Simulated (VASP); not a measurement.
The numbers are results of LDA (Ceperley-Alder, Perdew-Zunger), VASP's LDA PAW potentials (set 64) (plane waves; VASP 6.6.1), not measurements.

A VASP calculation is set up with these files.

POSCAR:
```
Pt
1
   -0.0000000000     1.9481168574     1.9481168574
    1.9481168574     0.0000000000     1.9481168574
    1.9481168574     1.9481168574    -0.0000000000
Pt
1
Direct
  0.0000000000   0.0000000000   1.0000000000
```

### INCAR
```
SYSTEM = Pt
PREC = Accurate; ENCUT = 400; LREAL = .FALSE.
LASPH = .TRUE.
EDIFF = 1E-7; NELM = 100; ALGO = Normal
LMAXMIX = 6
ISMEAR = -5
ISIF = 2
LWAVE = .FALSE.; LCHARG = .TRUE.; LORBIT = 11
NEDOS = 601
```

### KPOINTS
```
kpoints
0
G
18 18 18
0 0 0
```

POTCAR, in this order: Pt (LDA.64 set). Program: vasp_std.

Output of the run:

OUTCAR:
```
 ion  position               nearest neighbor table
   1  0.000  0.000  0.000-
  LATTYP: Found a face centered cubic cell.
 ALAT       =     3.8962337148
 Subroutine PRICEL returns:
 Original cell was already a primitive cell.
 Subroutine GETGRP returns: Found 48 space group operations
The static configuration has the point symmetry O_h .
The dynamic configuration has the point symmetry O_h .
 Subroutine INISYM returns: Found 48 space group operations
 Subroutine IBZKPT returns following result:
 Found    195 irreducible k-points:

 Following reciprocal coordinates:
            Coordinates               Weight
  0.000000  0.000000  0.000000      1.000000
  0.055556  0.000000  0.000000      8.000000
  0.111111  0.000000  0.000000      8.000000
  0.166667  0.000000  0.000000      8.000000
  0.222222  0.000000  0.000000      8.000000
  0.277778  0.000000  0.000000      8.000000
  0.333333  0.000000  0.000000      8.000000
  0.388889  0.000000  0.000000      8.000000
  0.444444  0.000000  0.000000      8.000000
  0.500000  0.000000  0.000000      4.000000
...
```

OSZICAR:
```
       N       E                     dE             d eps       ncg     rms          rms(c)
DAV:   1     0.256752264721E+02    0.25675E+02   -0.47328E+03  3902   0.820E+02
DAV:   2    -0.765316423004E+01   -0.33328E+02   -0.32283E+02  3679   0.163E+02
DAV:   3    -0.794126082940E+01   -0.28810E+00   -0.28504E+00  4220   0.153E+01
DAV:   4    -0.794217799737E+01   -0.91717E-03   -0.91463E-03  3990   0.894E-01
DAV:   5    -0.794218430635E+01   -0.63090E-05   -0.62800E-05  4024   0.670E-02    0.140E+01
DAV:   6    -0.755609108144E+01    0.38609E+00   -0.10089E+00  3568   0.903E+00    0.722E+00
DAV:   7    -0.750916786711E+01    0.46923E-01   -0.15980E-01  3743   0.344E+00    0.264E+00
DAV:   8    -0.750447682048E+01    0.46910E-02   -0.56802E-03  3774   0.805E-01    0.486E-01
DAV:   9    -0.750434117650E+01    0.13564E-03   -0.75548E-05  3695   0.973E-02    0.367E-02
DAV:  10    -0.750433857617E+01    0.26003E-05   -0.21074E-06  3970   0.119E-02    0.214E-03
DAV:  11    -0.750433856184E+01    0.14325E-07   -0.55062E-08  3302   0.245E-03
   1 F= -.75043386E+01 E0= -.75043386E+01  d E =0.000000E+00
```

### OUTCAR
```
------------------------ aborting loop because EDIFF is reached ----------------------------------------
  FORCE on cell =-STRESS in cart. coord.  units (eV):
  Direction    XX          YY          ZZ          XY          YZ          ZX
  --------------------------------------------------------------------------------------
  Total        0.0083033      0.0083033      0.0083033     -0.0000000      0.0000000     -0.0000000
  in kB        0.8996746      0.8996746      0.8996746     -0.0000000      0.0000000     -0.0000000
  external PRESSURE =       0.8996746 kB  Pullay stress =       0.0000000 kB
  volume of cell :       14.79
      direct lattice vectors                 reciprocal lattice vectors
     0.000000000  1.948116857  1.948116857    -0.256658115  0.256658115  0.256658115
     1.948116857  0.000000000  1.948116857     0.256658115 -0.256658115  0.256658115
     1.948116857  1.948116857  0.000000000     0.256658115  0.256658115 -0.256658115
 POSITION                                       TOTAL-FORCE (eV/Angst)
 -----------------------------------------------------------------------------------
      0.00000      0.00000      0.00000        -0.000000      0.000000      0.000000
 -----------------------------------------------------------------------------------
    total drift:                                0.000000     -0.000000      0.000000
  FREE ENERGIE OF THE ION-ELECTRON SYSTEM (eV)
  ---------------------------------------------------
  free  energy   TOTEN  =        -7.5043385618 eV

  energy  without entropy=       -7.5043385618  energy(sigma->0) =       -7.50433856

 total charge

# of ion       s       p       d       tot
------------------------------------------
    1        0.650   0.637   8.068   9.356
```
(Selected blocks of OUTCAR.)

For a metal the tetrahedron method with Blöchl corrections gives inexact stress and forces.

The compound is Pt in the fcc structure. It was relaxed first.
